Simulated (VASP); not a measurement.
Input:

```yaml
crystal:
  lattice:
    - [3.97302, 0.00000, 0.00000]
    - [0.00000, 3.97302, 0.00000]
    - [0.00000, 0.00000, 3.97302]
  atoms:
    - { symbol: K, position: [0.00000, 0.00000, 0.00000] }
    - { symbol: Mg, position: [0.50000, 0.50000, 0.50000] }
    - { symbol: F, position: [0.50000, 0.00000, 0.50000] }
    - { symbol: F, position: [0.00000, 0.50000, 0.50000] }
    - { symbol: F, position: [0.50000, 0.50000, 0.00000] }
```

Calculation: r2SCAN meta-GGA, VASP's PBE PAW potentials (set 64) (plane waves; VASP). Numerical set-up: 520 eV cut-off, 6×6×6 Γ-centred mesh, tetrahedra with Blöchl corrections, potentials K_sv Mg F.

The cores are frozen, which limits the accuracy of field gradients.

### Question
Give the principal components of the electric field gradient (V/Å²) and the asymmetry η at each nucleus.

### Answer

```csv
atom,Vxx,Vyy,Vzz,η
K1,0.0,0.0,0.0,-
Mg2,0.0,0.0,0.0,-
F3,-21.6,-21.6,43.3,0.00
F4,-21.6,-21.6,43.3,0.00
F5,-21.6,-21.6,43.3,0.00
```

The compound is KMgF3 in the cubic perovskite structure. It was relaxed first.
